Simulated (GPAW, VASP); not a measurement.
This is a calculation of RuS for GPAW 26.7.0 (ASE script). The cell comes from a database or a generator and needn't be the stable form of this composition.

The input run.py:

```python
from ase import Atoms
from ase.dft.bandgap import bandgap
from ase.io import write
from ase.units import GPa
from gpaw import GPAW, PW, setup_paths

setup_paths.insert(0, '.')

atoms = Atoms(['Ru', 'S'],
              cell=[[0.0, 2.7642955, 2.7642955],
                    [2.7642955, 0.0, 2.7642955],
                    [2.7642955, 2.7642955, 0.0]],
              scaled_positions=[[0.0, 0.0, 0.0],
                                [0.25, 0.25, 0.25]],
              pbc=True)
atoms.set_initial_magnetic_moments([0.0, 0.0])

calc = GPAW(mode=PW(600),
            xc='PBEsol',
            kpts={'size': (6, 6, 6), 'gamma': True},
            occupations={'name': 'methfessel-paxton', 'order': 0, 'width': 0.05},
            setups={'Ru': ':d,2.0'},
            spinpol=True,
            nbands=22,
            convergence={'density': 1e-05, 'energy': 1e-05},
            maxiter=150,
            txt='gpaw.txt')
atoms.calc = calc
energy = atoms.get_potential_energy()
forces = atoms.get_forces()
stress = atoms.get_stress()
calc.write('gs.gpw')
write('result.traj', atoms)
print(f'Energy: {energy:.6f} eV')
print('Forces (eV/A):')
print(forces.round(4))
print('Stress (GPa):', (stress / GPa).round(3))
print('Moments:', calc.get_magnetic_moments().round(3))
print('Fermi level:', round(calc.get_fermi_level(), 4), 'eV')
print(f'Gap: {bandgap(calc)[0]:.4f} eV, direct: {bandgap(calc, direct=True)[0]:.4f} eV')
```

Potentials or basis: PAW data sets generated in the run's folder for this functional, pw.

Run with:

```bash
$ gpaw-setup -f PBEsol Ru S
$ OMP_NUM_THREADS=1 python run.py
```

Task: Set up the same calculation for VASP 6.6.1. Potentials or basis there: PBE PAW files Ru_pv, S, 520 eV.

Result: As run (cutoffs and basis follow the program's own potentials, and thresholds, step limits or extra output files can differ):

File INCAR:

```
ALGO     = Fast           # electronic algorithm
EDIFF    = 1E-7           # SCF threshold, eV
ENCUT    = 520            # plane-wave cutoff, eV
GGA      = PS             # functional
ISIF     = 2              # what is computed and relaxed
ISMEAR   = 0              # smearing method
ISPIN    = 2              # spin polarisation
LASPH    = True           # aspherical terms in the spheres
LCHARG   = False          # write CHGCAR
LDAU     = True           # DFT+U
LDAUJ    = 0 0          
LDAUL    = 2 -1           # shell
LDAUPRINT= 1            
LDAUTYPE = 2            
LDAUU    = 2 0            # U, eV
LMAXMIX  = 4              # l up to which the mixer works
LORBIT   = 11             # projections on sites
LREAL    = False          # projectors in reciprocal space
LWAVE    = False          # write WAVECAR
MAGMOM   = 0 0            # initial moments
NBANDS   = 21             # bands
NELM     = 80             # most SCF steps
PREC     = Accurate       # precision mode
SIGMA    = 0.05           # smearing width, eV
```

Contents of KPOINTS:

```
k-points
0
Gamma
  6 6 6
```

Contents of POSCAR:

```
RuS
1.0
    0.0000000000      2.7642955000      2.7642955000
    2.7642955000      0.0000000000      2.7642955000
    2.7642955000      2.7642955000      0.0000000000
Ru S
1 1
Direct
    0.0000000000      0.0000000000      0.0000000000
    0.2500000000      0.2500000000      0.2500000000
```

Potentials or basis: VASP PAW PBE potentials, release 64 (Ru_pv, S).

The run is started by

```console
$ cat potpaw_PBE.64/Ru_pv/POTCAR potpaw_PBE.64/S/POTCAR > POTCAR
$ mpirun -np 1 vasp_std > vasp.out
```

Both were run:

|  | GPAW | VASP |
| --- | --- | --- |
| Pressure | -20.7 GPa | -21.0 GPa |
| Net moment | 0.00 μB per cell | 0.00 μB per cell |

The potentials hold 22 and 20 valence electrons a cell.

VASP's potentials were made for PBE.

The magnetic state is the one that the start led to; the real crystal's order can differ.

The cell lies far from this level's equilibrium.

How U acts hangs on each program's projectors.

Pressure is positive in compression.
